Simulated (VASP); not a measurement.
An input for Quantum ESPRESSO's pw.x (written as the equivalent of a VASP run, and not itself run):

```
&CONTROL
  calculation = 'scf'
  pseudo_dir = './pseudo'
  outdir = './out'
  tprnfor = .true.
  tstress = .true.
/
&SYSTEM
  ibrav = 0
  nat = 2
  ntyp = 1
  ecutwfc = 62
  occupations = 'tetrahedra'
  input_dft = 'pbesol'
/
&ELECTRONS
  conv_thr = 7.3e-09
  electron_maxstep = 100
/
ATOMIC_SPECIES
  Tl 204.380 Tl.upf
CELL_PARAMETERS angstrom
     1.7179779   -2.9756252   -0.0000000
     1.7179779    2.9756252   -0.0000000
     0.0000000    0.0000000    5.5623181
ATOMIC_POSITIONS crystal
  Tl   0.3333330  0.6666670  0.2500000
  Tl   0.6666670  0.3333330  0.7500000
K_POINTS automatic
  14 14 8 0 0 0
```

### Question
Translate this input to VASP (INCAR, KPOINTS, POSCAR, choice of POTCAR).

### Answer
Several could match; the one computed here: 
**POSCAR**
```
Tl
1
    1.7179779367    -2.9756251733    -0.0000000000
    1.7179779367     2.9756251733    -0.0000000000
    0.0000000000     0.0000000000     5.5623181312
Tl
2
Direct
  0.3333330000   0.6666670000   0.2500000000
  0.6666670000   0.3333330000   0.7500000000
```

### KPOINTS
```
Automatic mesh
0
Gamma
14 14 8
0 0 0
```

INCAR:
```
# general
SYSTEM  = Tl
PREC    = Accurate
ENCUT   = 400
LREAL   = .FALSE.   # projection in real space or not
LASPH   = .TRUE.

# electronic loop
EDIFF   = 1E-7   # SCF stop (eV)
NELM    = 100   # most electronic steps
ALGO    = Normal   # blocked Davidson
LMAXMIX = 4   # l cut-off of mixed one-centre charges

# smearing
ISMEAR  = -5

# functional
GGA     = PS   # PBEsol

# ions
ISIF    = 2

# output
LWAVE   = .FALSE.
LCHARG  = .TRUE.
LORBIT  = 11   # lm-projected
NEDOS   = 601   # DOS grid
```

POTCAR, in this order: Tl_d (PBE.64 set). Program: vasp_std.

The two are equivalent in intent, not identical: the potentials are each code's own (VASP's PAW set, PseudoDojo norm-conserving files in pw.x), so ENCUT and ecutwfc are chosen apart and not converted; conv_thr bounds pw.x's estimated SCF error, while EDIFF bounds the energy change between steps.

The compound is Tl in the hcp structure. It was relaxed first.
